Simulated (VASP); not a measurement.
# CsSnI3: excitons from the Bethe-Salpeter equation

Wanted: the lowest vertical excitons of CsSnI3 and its absorption. The cell has space group P4/mbm. The start is a cell from a database of measured crystal structures.

Program: VASP 6.6.1. Level of theory: LDA; plane waves and PAW (Cs_sv_GW, Sn_d_GW, I_GW), in the first sound run; inputs show where later runs differ. Results are calculated unless marked as measured.

Report form: the programs' logs are mostly left out.

## 1. The starting structure

The structure is tetragonal, space group P4/mbm (No. 127). Conventional cell: a = 8.718 Å, b = 8.718 Å, c = 6.191 Å, α = 90.00°, β = 90.00°, γ = 90.00°. Cs has 12 I at 4.15 to 4.60 Å nearest. Sn has 6 I at 3.10 Å nearest. Nearest to I lie 2 Sn at 3.10 Å and 4 Cs at 4.36 Å. Nearest to I lie 2 Sn at 3.10 Å and 4 Cs at 4.15 to 4.60 Å. Farther neighbours and most contacts between anions are not listed.

Structure file:

```cif
data_structure
_symmetry_space_group_name_H-M 'P4/mbm'
_symmetry_Int_Tables_number 127
_cell_length_a 8.7182
_cell_length_b 8.7182
_cell_length_c 6.1908
_cell_angle_alpha 90.000
_cell_angle_beta 90.000
_cell_angle_gamma 90.000
_cell_volume 470.54
loop_
_atom_site_label
_atom_site_type_symbol
_atom_site_symmetry_multiplicity
_atom_site_Wyckoff_symbol
_atom_site_fract_x
_atom_site_fract_y
_atom_site_fract_z
_atom_site_occupancy
Cs1 Cs 2 d 0.50000 0.00000 0.00000 1
Sn1 Sn 2 b 0.00000 0.00000 0.50000 1
I1 I 2 a 0.00000 0.00000 0.00000 1
I2 I 4 h 0.77630 0.27630 0.50000 1
```

## 2. Ground state

Many-body steps start from the orbitals of a self-consistent run, here LDA. EDIFF is tight for accurate orbitals, and a narrow smearing avoids fractional occupations.

INCAR

```
SYSTEM = CsSnI3
PREC = Accurate
ENCUT = 300
EDIFF = 1E-08
NELM = 100
ISMEAR = 0
SIGMA = 0.01
LREAL = .FALSE.
ALGO = Normal
GGA = CA
NBANDS = 54
LORBIT = 11
LWAVE = .TRUE.
LCHARG = .FALSE.
KPAR = 2
```

POSCAR

```
CsSnI3
1.0
    8.7182000000      0.0000000000      0.0000000000
    0.0000000000      8.7182000000      0.0000000000
    0.0000000000      0.0000000000      6.1908000000
Cs Sn I
2 2 6
Direct
    0.5000000000      0.0000000000      0.0000000000
    0.0000000000      0.5000000000      0.0000000000
    0.0000000000      0.0000000000      0.5000000000
    0.5000000000      0.5000000000      0.5000000000
    0.0000000000      0.0000000000      0.0000000000
    0.5000000000      0.5000000000      0.0000000000
    0.7763000000      0.2763000000      0.5000000000
    0.7237000000      0.7763000000      0.5000000000
    0.2237000000      0.7237000000      0.5000000000
    0.2763000000      0.2237000000      0.5000000000
```

KPOINTS

```
Automatic mesh
0
Gamma
2 2 4
0 0 0
```

The projector-augmented-wave data sets are Cs_sv_GW, Sn_d_GW and I_GW (LDA family, release 64).

Launch:

```
$ mpirun -np 16 vasp_std
```

It took 28 s on 16 MPI ranks of AMD EPYC 7R43, shared host; peak memory 2.6 GiB; 7.2 min of CPU time.

The gap is read on the k-mesh alone, so it is an upper bound where the band edges lie off the mesh.

A gap read on the k-mesh alone can miss the band edges.

Numbers from this step:

| Property | Result |
| --- | --- |
| free energy (TOTEN) | -35.35 eV |
| Fermi energy | 2.785 eV |
| pressure | -1.234 GPa |
| gap on the k-mesh | 0.2593 eV |
| least direct gap on the k-mesh | 0.2593 eV |

The cell has a gap of 0.259 eV on this mesh. Spin-orbit coupling is left out, which can shift or reorder these edges. Forces of up to 0.068 eV/Å remain in these settings.

## 3. Empty bands

The next step needs empty bands that the ground-state run didn't converge, so the Hamiltonian is diagonalised exactly for NBANDS bands, in a single step. LOPTICS writes the k-derivatives of the orbitals (WAVEDER), which give the long-wavelength limit of the screening.

INCAR

```
SYSTEM = CsSnI3
PREC = Accurate
ENCUT = 300
ISMEAR = 0
SIGMA = 0.01
LREAL = .FALSE.
GGA = CA
NBANDS = 1072
ALGO = Exact
NELM = 1
LWAVE = .TRUE.
LCHARG = .FALSE.
LOPTICS = .TRUE.
NEDOS = 1000
CSHIFT = 0.1
```

POSCAR is that of step 2.

KPOINTS is that of step 2.

Launch:

```
$ mpirun -np 16 vasp_std
```

It took 6.5 min on 16 MPI ranks; peak memory 9.9 GiB; 1.7 h of CPU time.

Numbers from this step:

| Property | Result |
| --- | --- |
| gap on the k-mesh | 0.2592 eV |
| least direct gap on the k-mesh | 0.2592 eV |

WAVECAR now holds 1072 bands for 88 electrons. Its independent-particle dielectric tensor has xx, yy, zz = 132.8, 132.8, 184.4 on this mesh, which isn't tested for convergence in mesh or bands and lacks local fields. A value this large is set by the few k points at the smallest gap, and it enters the screening of any GW step.

## 4. G0W0

This step: G0W0 on LDA; plane waves and PAW (Cs_sv_GW, Sn_d_GW, I_GW) (VASP 6.6.1).

One pass of GW corrects the levels to first order, with G and W from the starting orbitals. LWAVE keeps the quasiparticle levels in WAVECAR, and the W files hold the screened interaction for the next step.

INCAR

```
SYSTEM = CsSnI3
PREC = Accurate
ENCUT = 300
ISMEAR = 0
SIGMA = 0.01
LREAL = .FALSE.
GGA = CA
NBANDS = 1072
ALGO = EVGW0
NELMGW = 1
ENCUTGW = 100
NOMEGA = 48
PRECFOCK = Fast
NBANDSGW = 64
LWAVE = .TRUE.
LCHARG = .FALSE.
```

POSCAR is that of step 3.

KPOINTS is that of step 3.

Launch:

```
$ mpirun -np 16 vasp_std
```

Run time: 27 min. Hardware: 16 MPI ranks; peak memory 22 GiB.

This step gave:

```yaml
quasiparticle_gap_on_the_mesh: 0.7685 eV
smallest_direct_quasiparticle_gap_on_the_mesh: 0.7685 eV
gap_of_the_starting_orbitals_on_the_mesh: 0.2592 eV
```

GW takes the gap from 0.259 to 0.768 eV. Spin-orbit coupling is left out. The value holds for 1072 bands, ENCUTGW = 100 eV and this mesh, and isn't shown to be converged in them. VASP warns that the automatic setting of its frequency mesh failed and advises more k points, so the value is in doubt.

## 5. BSE, Tamm-Dancoff

This step: BSE on G0W0 on LDA; plane waves and PAW (Cs_sv_GW, Sn_d_GW, I_GW) (VASP 6.6.1).

The Bethe-Salpeter equation adds the screened attraction of electron and hole to the quasiparticle pairs; ANTIRES = 0 leaves out the coupling to antiresonant pairs.

INCAR

```
SYSTEM = CsSnI3
PREC = Accurate
ENCUT = 300
ISMEAR = 0
SIGMA = 0.01
LREAL = .FALSE.
GGA = CA
NBANDS = 1072
ALGO = BSE
NBANDSO = 4
NBANDSV = 4
OMEGAMAX = 25
NEDOS = 1000
CSHIFT = 0.1
PRECFOCK = Fast
LWAVE = .FALSE.
LCHARG = .FALSE.
ENCUTGW = 100
ANTIRES = 0
```

POSCAR is that of step 4.

KPOINTS is that of step 4.

Launch:

```
$ mpirun -np 16 vasp_std
```

Run time: 15 s. Hardware: 16 MPI ranks; peak memory 10 GiB; 3.7 min of CPU time.

This step gave:

- lowest excitation: 0.7182 eV
- direct gap less the lowest excitation: 0.05030 eV

The imaginary dielectric function has structure finer than the step of the table below, so its rows give means over 1 eV, whole bins alone (the curve runs from 0 to 25 eV). Peaks (eV: height): xx 0.8: 197; zz 0.8: 251.

From 4 filled and 4 empty bands alone, without any pair above OMEGAMAX = 25 eV, so strength is missing wherever others contribute; lines are broadened by CSHIFT, which also makes the tail under the first line. The imaginary dielectric function by photon energy; means over each step:

```csv
photon energy (eV),xx,zz
1,54.6,70.9
2,11.7,14.3
3,5.35,4.70
4,0.530,0.712
5,0.825,0.361
6,0.456,0.110
7,0.0558,0.0484
8,0.0301,0.0304
9,0.0195,0.0207
```

Some of the lowest 40 states alone, with states under 2.5 meV apart joined, scaled to the strongest line shown. Exciton lines, with heights relative to the strongest:

```csv
position (eV),lines merged,oscillator strength
0.718,1,68
0.767,2,100
1.503,1,0.0
1.692,2,14
1.784,2,0.0
2.002,2,7.4
2.050,1,0.0
2.053,1,0.0
2.073,2,4.9
2.109,2,0.0
2.131,2,0.8
2.372,1,0.0
2.451,1,5.8
2.487,2,0.2
2.511,1,0.0
2.562,4,0.0
2.599,2,0.0
2.900,2,0.5
2.906,2,6.2
2.945,2,0.5
2.955,2,0.0
2.966,2,0.0
```

The lowest excitation lies at 0.718 eV, -50 meV against the direct gap of these orbitals. No second mesh in this session tests these energies, peaks and heights.

## 6. Without the electron-hole attraction

This step: BSE on G0W0 on LDA, without the electron-hole attraction; plane waves and PAW (Cs_sv_GW, Sn_d_GW, I_GW) (VASP 6.6.1).

LADDER = .FALSE. removes the attraction and keeps the local fields, which shows what the attraction does.

INCAR, as its differences from that of step 5:

```diff
@@ -19 +19,2 @@
 ANTIRES = 0
+LADDER = .FALSE.
```

POSCAR is that of step 5.

KPOINTS is that of step 5.

Launch:

```
$ mpirun -np 16 vasp_std
```

Wall time 12 s (16 MPI ranks); peak memory 5.3 GiB.

Numbers from this step:

```yaml
lowest_excitation: 0.7895 eV
```

The imaginary dielectric function has structure finer than the step of the table below, so its rows give means over 1 eV, whole bins alone (the curve runs from 0 to 25 eV). Peaks (eV: height): xx 0.9: 160, 1.8: 30.8; zz 0.8: 256, 2.6: 47.2.

From 4 filled and 4 empty bands alone, without any pair above OMEGAMAX = 25 eV, so strength is missing wherever others contribute; lines are broadened by CSHIFT, which also makes the tail under the first line. The imaginary dielectric function by photon energy; means over each step:

```csv
photon energy (eV),xx,zz
1,47.6,69.0
2,16.4,10.4
3,8.42,14.2
4,1.33,1.02
5,0.871,0.507
6,0.862,0.192
7,0.0802,0.0629
8,0.0406,0.0385
9,0.0257,0.0259
10,0.0177,0.0183
11,0.0129,0.0135
```

The lowest excitation lies at 0.789 eV, +71 meV against the Tamm-Dancoff singlet. Peak heights aren't converged with the mesh, least of all at the onset.

## 7. Independent quasiparticles

This step: BSE on G0W0 on LDA, independent quasiparticles; plane waves and PAW (Cs_sv_GW, Sn_d_GW, I_GW) (VASP 6.6.1).

With LADDER and LHARTREE off the pairs don't interact at all, so the lowest line must equal the direct gap.

INCAR, as its differences from that of step 6:

```diff
@@ -20 +20,2 @@
 LADDER = .FALSE.
+LHARTREE = .FALSE.
```

POSCAR is that of step 6.

KPOINTS is that of step 6.

Launch:

```
$ mpirun -np 16 vasp_std
```

The job ended after 11 s (16 MPI ranks; peak memory 5.3 GiB).

This step gave:

```
lowest excitation : 0.7685 eV
```

The imaginary dielectric function has structure finer than the step of the table below, so its rows give means over 0.5 eV, whole bins alone (the curve runs from 0 to 25 eV). Peaks (eV: height): xx 0.80: 173, 1.80: 34.1; zz 0.75: 256, 2.63: 38.8.

From 4 filled and 4 empty bands alone, without any pair above OMEGAMAX = 25 eV, so strength is missing wherever others contribute; lines are broadened by CSHIFT, which also makes the tail under the first line. Table of imaginary dielectric function by photon energy; means over each step:

```
photon energy (eV)      xx      zz
               0.5    27.9    62.5
               1.0    70.7    81.6
               1.5    10.7    6.11
               2.0    21.1    13.4
               2.5    4.78    21.2
               3.0    9.83    6.60
               3.5    5.17    3.40
               4.0   0.721   0.742
               4.5   0.352   0.330
               5.0   0.655   0.352
               5.5    1.63   0.536
               6.0   0.610   0.125
               6.5   0.124  0.0782
               7.0  0.0690  0.0578
               7.5  0.0487  0.0450
               8.0  0.0371  0.0360
               8.5  0.0293  0.0293
               9.0  0.0238  0.0243
               9.5  0.0197  0.0203
              10.0  0.0165  0.0173
```

The lowest excitation lies at 0.768 eV, +50 meV against the Tamm-Dancoff singlet. Peak heights aren't converged with the mesh, least of all at the onset.

## 8. Summary

This step: BSE on G0W0 on LDA; plane waves and PAW (VASP 6.6.1).

Derived from the runs above.

Cost is wall time times ranks on a shared host, for this step alone, without the steps before it. Excitations by level:

```csv
level,first excitation (eV),cost (core minutes)
"BSE, Tamm-Dancoff",0.7182,4
without the electron-hole attraction,0.7895,3.2
independent quasiparticles,0.7685,3.04
```

## 9. Summary of results

- BSE, Tamm-Dancoff: lowest vertical excitation 0.718 eV; direct gap 0.768 eV
- without the electron-hole attraction: lowest vertical excitation 0.789 eV; direct gap 0.768 eV
- independent quasiparticles: lowest vertical excitation 0.768 eV; direct gap 0.768 eV

**Reading.** The Bethe-Salpeter equation puts the lowest vertical singlet excitation at 0.718 eV, 0.05 eV below the direct gap of 0.768 eV; the states within 10 meV of it carry 68 % of the strength of the strongest such group among the lowest 40 states. The attraction moves the centre of weight of eps2 xx over the computed range by -0.30 eV against the run without the attraction. The spectra were run on one mesh, so the distance from the gap isn't shown to be converged; coarse meshes tend to overstate it. Bands, response cutoff and mesh of the GW step weren't tested in this session. The orbitals give an independent-particle dielectric component as large as 184 on this mesh, where the few k points at the small direct gap weigh too much; the screening isn't converged. Only the bands set by NBANDSO and NBANDSV form pairs, and any pair above OMEGAMAX = 25 eV is dropped, so the spectrum is that of this window; the window can cut degenerate bands, and the ratio of directions in the curves is that of the window, not of the crystal. VASP warned in the GW step that its automatic frequency mesh may not suit quasiparticle energies. Spin-orbit coupling is left out; with Cs, Sn and I in the cell it can split or shift band edges, by an amount that depends on which atoms form them and isn't tested here. Not tabulated here, as repeats of values shown or as unfit to read for their mesh, reference level or band range: eps2 curves (empty bands); eps1 curves and static values (BSE, empty bands, independent quasiparticles, without the electron-hole attraction); line lists of runs without attraction (independent quasiparticles, without the electron-hole attraction).

[Lines on the potential files, build, host, timing and source positions are cut from VASP's logs without a mark.]

[Logs are printed without paths, hosts, clocks, repeated set-up lines and the standing remarks that a program may print on its own settings, such as how far it seeks lower states.]

[Hosts, paths, dates, database ids (printed as entryN), source tags and the programs' standing remarks are cut or masked in the printed files.]

[Pressures printed for these runs are not shown converged in the cutoff: they can be off by several GPa and have the wrong sign.]
